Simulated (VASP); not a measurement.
A convergence study with VASP on BN (hex): a few settings are varied, all else stays as given below, so the limit is that of these other settings.

```
BN
1.0
    1.25200    -2.16853     0.00000
    1.25200     2.16853     0.00000
    0.00000     0.00000     6.66000
B N
2 2
Direct
  0.33333   0.66667   0.25000
  0.66667   0.33333   0.75000
  0.66667   0.33333   0.25000
  0.33333   0.66667   0.75000
```

Method: PBE GGA, VASP's PBE PAW potentials (set 64) (plane waves; VASP). The last row used: 700 eV cut-off, 17×17×6 Γ-centred mesh, second-order Methfessel-Paxton smearing of 0.40 eV, potentials B N.

```csv
setting,E (eV/atom),pressure (GPa),irreducible k-points
"ISMEAR = -1, SIGMA = 0.01, 5×5×2 mesh",-8.7889,3.30,10
"ISMEAR = -1, SIGMA = 0.2, 5×5×2 mesh",-8.7889,3.30,10
"ISMEAR = 0, SIGMA = 0.01, 5×5×2 mesh",-8.7889,3.30,10
"ISMEAR = 0, SIGMA = 0.2, 5×5×2 mesh",-8.7889,3.30,10
"ISMEAR = 1, SIGMA = 0.01, 5×5×2 mesh",-8.7889,3.30,10
"ISMEAR = 1, SIGMA = 0.2, 5×5×2 mesh",-8.7887,3.30,10
"ISMEAR = 2, SIGMA = 0.01, 5×5×2 mesh",-8.7889,3.30,10
"ISMEAR = 2, SIGMA = 0.2, 5×5×2 mesh",-8.7886,3.30,10
"ISMEAR = -1, SIGMA = 0.05, 11×11×4 mesh",-8.7926,3.26,48
"ISMEAR = -1, SIGMA = 0.2, 11×11×4 mesh",-8.7926,3.26,48
"ISMEAR = 0, SIGMA = 0.05, 11×11×4 mesh",-8.7926,3.26,48
"ISMEAR = 0, SIGMA = 0.2, 11×11×4 mesh",-8.7926,3.26,48
"ISMEAR = 1, SIGMA = 0.05, 11×11×4 mesh",-8.7926,3.26,48
"ISMEAR = 1, SIGMA = 0.2, 11×11×4 mesh",-8.7925,3.25,48
"ISMEAR = 2, SIGMA = 0.05, 11×11×4 mesh",-8.7926,3.26,48
"ISMEAR = 2, SIGMA = 0.2, 11×11×4 mesh",-8.7925,3.26,48
"ISMEAR = -1, SIGMA = 0.05, 17×17×6 mesh",-8.7926,3.26,132
"ISMEAR = -1, SIGMA = 0.4, 17×17×6 mesh",(withheld),(withheld),132
"ISMEAR = 0, SIGMA = 0.05, 17×17×6 mesh",-8.7926,3.26,132
"ISMEAR = 0, SIGMA = 0.4, 17×17×6 mesh",-8.7926,3.26,132
"ISMEAR = 1, SIGMA = 0.05, 17×17×6 mesh",-8.7926,3.26,132
"ISMEAR = 1, SIGMA = 0.4, 17×17×6 mesh",-8.7923,3.24,132
"ISMEAR = 2, SIGMA = 0.05, 17×17×6 mesh",-8.7926,3.26,132
"ISMEAR = 2, SIGMA = 0.4, 17×17×6 mesh",-8.7924,3.25,132
```

Problem. What belongs in the gaps?

Solution. 
- ISMEAR = -1, SIGMA = 0.4, 17×17×6 mesh, E (eV/atom): -8.7917
- ISMEAR = -1, SIGMA = 0.4, 17×17×6 mesh, pressure (GPa): 3.28

Left out are rungs that failed or repeat a setting and relaxations that didn't move; long series are thinned to 24 rows.

The compound is BN in the hex structure. The cell was not relaxed at this level.
